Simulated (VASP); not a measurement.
Here is the system:

```
CELL_PARAMETERS angstrom
      0.00000     2.97300     2.97300
      2.97300     0.00000     2.97300
     11.90982    11.90982    -0.01781
ATOMIC_POSITIONS crystal
  Hg 0.01178 0.01178 0.99117
  Hg 0.98939 0.98939 0.25796
  Hg 0.99693 0.99693 0.50231
  Hg 0.00305 0.00305 0.74771
  Se 0.24676 0.24676 0.06493
  S  0.24439 0.24439 0.31671
  S  0.25052 0.25052 0.56211
  S  0.25719 0.25719 0.80711
```

Calculation: PBEsol GGA, VASP's PBE PAW potentials (set 64) (plane waves; VASP 6.6.1). Settings: 400 eV cut-off, Gaussian smearing of 0.050 eV, potentials Hg Se S.

Question: Give the energies of bands 27 to 40 at the high-symmetry points, in eV from the Fermi level.

Answer: 
```json
[
 {"band": "27", "Γ": "-3.10", "T": "-1.81", "H2": "-5.10", "L": "-4.85", "S0": "-5.10", "F": "-4.90"},
 {"band": "28", "Γ": "-1.11", "T": "-1.72", "H2": "-5.02", "L": "-4.80", "S0": "-5.02", "F": "-4.77"},
 {"band": "29", "Γ": "-1.11", "T": "-1.05", "H2": "-3.03", "L": "-2.55", "S0": "-3.02", "F": "-2.46"},
 {"band": "30", "Γ": "-0.82", "T": "-1.05", "H2": "-2.98", "L": "-2.50", "S0": "-2.97", "F": "-2.42"},
 {"band": "31", "Γ": "-0.73", "T": "-0.88", "H2": "-2.85", "L": "-2.32", "S0": "-2.87", "F": "-2.41"},
 {"band": "32", "Γ": "-0.73", "T": "-0.88", "H2": "-2.61", "L": "-2.12", "S0": "-2.61", "F": "-2.32"},
 {"band": "33", "Γ": "-0.51", "T": "-0.38", "H2": "-1.92", "L": "-1.69", "S0": "-1.94", "F": "-1.87"},
 {"band": "34", "Γ": "-0.51", "T": "-0.38", "H2": "-1.85", "L": "-1.60", "S0": "-1.85", "F": "-1.62"},
 {"band": "35", "Γ": "-0.15", "T": "-0.04", "H2": "-1.72", "L": "-1.39", "S0": "-1.72", "F": "-1.06"},
 {"band": "36", "Γ": "0.00", "T": "-0.04", "H2": "-1.63", "L": "-1.05", "S0": "-1.62", "F": "-0.97"},
 {"band": "37", "Γ": "0.00", "T": "0.49", "H2": "2.98", "L": "1.89", "S0": "2.96", "F": "1.26"},
 {"band": "38", "Γ": "1.01", "T": "0.58", "H2": "3.02", "L": "1.96", "S0": "3.03", "F": "2.69"},
 {"band": "39", "Γ": "1.10", "T": "1.16", "H2": "3.09", "L": "2.88", "S0": "3.09", "F": "2.77"},
 {"band": "40", "Γ": "1.47", "T": "1.48", "H2": "3.13", "L": "3.02", "S0": "3.14", "F": "2.91"}
]
```

It has no gap at this level: it comes out as a metal or semimetal.

The structure was generated: Hg4S3Se was put into an ordered model structure (R3m), which need not be its known phase. It was relaxed first.
